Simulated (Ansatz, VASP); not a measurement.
# HfO2: VASP beside Ansatz, part 2 of 2

Aim: how closely do two programs agree when they are given the same cell, functional and k mesh? The structure shown is frame 89 of Ansatz's trajectory.

VASP 6.6.1 and Ansatz 0.2.0.

So far: Set-up; Ansatz: dynamics, PBE.

### 3. VASP: single point, PBE

Level of this step: PBE; plane waves and PAW (Hf_pv, O) (VASP).

The same cell, functional and mesh now go to VASP, with its own data sets.

Lines of VASP's logs that name or quote its potential files are left out, and so is its time.

Contents of INCAR:

```
SYSTEM = HfO2
PREC = Accurate
ENCUT = 520
EDIFF = 1E-06
NELM = 120
ISMEAR = 0
SIGMA = 0.01
LREAL = Auto
ALGO = Normal
GGA = PE
NBANDS = 288
LASPH = .TRUE.
LORBIT = 11
LWAVE = .FALSE.
LCHARG = .FALSE.
ISIF = 2
GGA_COMPAT = .FALSE.
EFERMI = MIDGAP
NCORE = 2
```

Contents of POSCAR:

```
HfO2
1.0
    9.5432500000      0.0000000000      0.0000000000
    0.0000000000      9.5432500000      0.0000000000
    0.0000000000      0.0000000000      9.5432500000
Hf O
22 44
Direct
    0.2048882718      0.1955937443      0.0903675373
    0.3921410421      0.1873365992      0.4234196945
    0.7199538941      0.2651088466      0.5767846384
    0.4257354675      0.5246745082      0.6070259084
    0.8943389307      0.1767741597      0.9147931784
    0.5896209363      0.8862389647      0.4549498337
    0.9465224111      0.7106279307      0.3319938176
    0.7462342493      0.9127812852      0.0675660807
    0.2653184188      0.2483116339      0.7610614832
    0.5703402929      0.5294003615      0.3043617216
    0.4054907919      0.8942236659      0.1427396327
    0.7488015089      0.5353207765      0.8665391769
    0.0505907317      0.5454850287      0.6820737170
    0.2413747937      0.8489560684      0.5373536269
    0.2265266026      0.5500956173      0.2420978178
    0.0558824300      0.1758415634      0.4831792104
    0.8606397192      0.3777748671      0.2068163362
    0.9077305949      0.8987923401      0.6230686611
    0.3667723260      0.5830718047      0.9572001153
    0.5646818432      0.2505226207      0.0378068268
    0.0637204307      0.8081209232      0.9524742619
    0.5387472821      0.8430880465      0.8084562387
    0.5210174731      0.6164461792      0.7796191025
    0.3528462526      0.7950855317      0.9268226233
    0.3841144264      0.2145076363      0.9278914416
    0.0021271579      0.2269247898      0.1126345847
    0.2562125062      0.4808320017      0.7974536976
    0.4206009483      0.8783904854      0.6437848741
    0.0519215152      0.9581431902      0.4730568727
    0.9614753884      0.6460168182      0.8605034972
    0.8664553480      0.2603934718      0.3954522830
    0.7761192466      0.5753071543      0.2688392319
    0.2907080921      0.4074607707      0.0882508579
    0.0935844707      0.3439184764      0.6186571661
    0.9199696120      0.7952322322      0.1360018861
    0.5330469180      0.6750111335      0.4686453776
    0.1060435386      0.8613103502      0.7443376208
    0.6840017814      0.7329683284      0.9493411574
    0.5497183873      0.4592879784      0.9807455531
    0.7009037802      0.2336415791      0.8030597543
    0.1537316952      0.7185288031      0.3426400859
    0.2118460692      0.9820658581      0.0735179315
    0.4180022529      0.3143059230      0.6254577843
    0.5570115003      0.9759568281      0.9791423257
    0.1951745998      0.2038404108      0.3277185445
    0.3758677599      0.4524035313      0.3749142064
    0.8240274540      0.4010688183      0.9952689073
    0.8860084353      0.9688104157      0.9098158384
    0.6268933539      0.4339716554      0.5025436827
    0.0228328924      0.5042412176      0.2732507270
    0.5913289498      0.1112828439      0.4809263092
    0.1766065020      0.6490137008      0.0568883766
    0.9662431562      0.6904251696      0.5576402169
    0.7984596443      0.8717680036      0.4129829985
    0.7518193488      0.1352369476      0.0897073848
    0.2531003589      0.1076258088      0.5805883740
    0.8448379745      0.4740523407      0.6918397820
    0.4344536714      0.1214680533      0.1988525921
    0.7084902942      0.8658999817      0.6709139968
    0.9102559401      0.1132947371      0.6504492704
    0.3705865402      0.9218243261      0.3663217457
    0.6254682629      0.3412464307      0.2216645273
    0.6092054594      0.8927357032      0.2231315328
    0.2384722186      0.6466350562      0.5835223849
    0.4309223797      0.6627511592      0.1718911272
    0.1054986509      0.2013988945      0.8733607524
```

Contents of KPOINTS:

```
Automatic mesh
0
Gamma
1 1 1
0 0 0
```

The projector-augmented-wave data sets are Hf_pv and O (PBE family, release 64).

Command:

```
$ mpirun -np 8 vasp_gam
```

Numbers of over 12 decimals in the logs are rounded to 6 here.

The log of the run:

```text
[banner, memory and clock lines left out]
running    8 mpi-ranks, on    1 nodes
[...]
LDA part: xc-table for (Slater+PW92), standard interpolation
 POSCAR, INCAR and KPOINTS ok, starting setup
[...]
entering main loop
       N       E                     dE             d eps       ncg     rms          rms(c)
DAV:   1     0.457301761809E+04    0.45730E+04   -0.31334E+05   584   0.176E+03
DAV:   2    -0.376165871396E+03   -0.49492E+04   -0.47796E+04   712   0.475E+02
DAV:   3    -0.774901879789E+03   -0.39874E+03   -0.39652E+03   664   0.117E+02
DAV:   4    -0.783982218433E+03   -0.90803E+01   -0.90446E+01   672   0.194E+01
[...]
DAV:  17    -0.657437709348E+03   -0.23100E-05   -0.90633E-06   608   0.604E-03    0.104E-02
DAV:  18    -0.657437710718E+03   -0.13698E-05   -0.24402E-06   456   0.323E-03    0.805E-03
DAV:  19    -0.657437711639E+03   -0.92079E-06   -0.12412E-06   424   0.215E-03
   1 F= -.65743771E+03 E0= -.65743771E+03  d E =0.000000E+00
```

OUTCAR, selected parts (step 3):

```text
  Total      -30.7490745    -46.1469836    -43.4224424      8.2391587    -12.5915675     -1.6131677
  in kB      -56.6831175    -85.0677602    -80.0453167     15.1881384    -23.2114076     -2.9737277
  external PRESSURE =     -73.9320648 kB  Pullay stress =       0.0000000 kB

 POSITION                                       TOTAL-FORCE (eV/Angst)
 -----------------------------------------------------------------------------------
      1.95530      1.86660      0.86240         1.899861     -0.343621      0.390303
      3.74230      1.78780      4.04080        -0.350136     -0.129974     -0.880621
      6.87070      2.53000      5.50440         0.828520     -0.241286      0.713735
      4.06290      5.00710      5.79300         0.026950      1.345629     -0.932380
      8.53490      1.68700      8.73010        -1.323845      0.961250     -0.326585
      5.62690      8.45760      4.34170         0.637606     -0.685159     -0.358682
      9.03290      6.78170      3.16830        -1.644121      0.363578      0.282567
      7.12150      8.71090      0.64480        -0.333752     -0.562873      0.802736
      2.53200      2.36970      7.26300         0.582561      1.225012     -1.432463
      5.44290      5.05220      2.90460         0.117705      1.022099     -0.001443
      3.86970      8.53380      1.36220         0.071341      1.057477     -0.594562
      7.14600      5.10870      8.26960        -1.480148      1.907494      0.034628
      0.48280      5.20570      6.50920         0.081845      0.405239      0.522255
      2.30350      8.10180      5.12810        -1.403733      0.771334     -0.652688
[...]
-----------------------------------------------------------------------------------
    total drift:                                0.011857      0.013133      0.009974

  FREE ENERGIE OF THE ION-ELECTRON SYSTEM (eV)
  ---------------------------------------------------
  free  energy   TOTEN  =      -657.4377116385 eV

  energy  without entropy=     -657.4377116385  energy(sigma->0) =     -657.43771164

[... 1 further part left out ...]
```

The run ends at a pressure of -7.39 GPa, with forces up to 2.4 eV/Å.

### 4. Comparison

Known differences besides the potentials themselves: fixed occupations in Ansatz, narrow Gaussian smearing in VASP; the data sets hold 836 valence electrons in Ansatz (on its default PAW (the set named soft_2) files) and 484 in VASP; the cutoff is 420 eV in Ansatz and 520 eV in VASP (PREC = Accurate, projectors in real space). Total energies have different zeros and are not compared.

Forces on 10 of the 66 atoms, those with the largest forces and the largest differences (eV/Å; atoms numbered as in POSCAR):

```
atom         Ansatz x, y, z           VASP x, y, z
 Hf1   1.943, -0.326, 0.414   1.900, -0.344, 0.390
 Hf9   0.600, 1.173, -1.430   0.583, 1.225, -1.432
Hf10   0.091, 1.100, -0.130   0.118, 1.022, -0.001
Hf12  -1.532, 1.929, -0.003   -1.480, 1.907, 0.035
 O24   1.015, -0.056, 0.070   1.134, -0.136, 0.091
 O29   0.741, 0.046, -0.464   0.740, 0.074, -0.328
 O41    0.929, 1.672, 0.221    0.858, 1.571, 0.188
 O63  -0.644, -0.726, 2.046  -0.688, -0.725, 1.974
 O64   1.166, -1.614, 0.569   1.197, -1.571, 0.591
 O66  -1.326, -0.522, 1.426  -1.280, -0.503, 1.434
```

The forces differ by 50 meV/Å r.m.s., which is 6.7 % of the r.m.s. force of 0.740 eV/Å (both taken over all components).

### 5. Outcome

```
r.m.s. force difference (single point, PBE) : 6.7 % of the r.m.s. force
```

In words: The r.m.s. force difference is 6.7 % of the r.m.s. force (single point, PBE), beyond the 3 % picked in this series as the mark of a large difference. The data sets hold unlike numbers of valence electrons (836 in Ansatz and 484 in VASP), so part of the differences comes from the potentials. What causes the difference of the single point, PBE pair stays open here. 2 further runs of this series are not shown here. How closely two codes agree says nothing of how well the functional describes the real material.

[Lines on the potential files, build, host, timing and source positions are cut from VASP's logs without a mark.]

[Logs are printed without paths, hosts, clocks, repeated set-up lines and the standing remarks that a program may print on its own settings, such as how far it seeks lower states.]

[Hosts, paths, dates, database ids (printed as entryN), source tags and the programs' standing remarks are cut or masked in the printed files.]
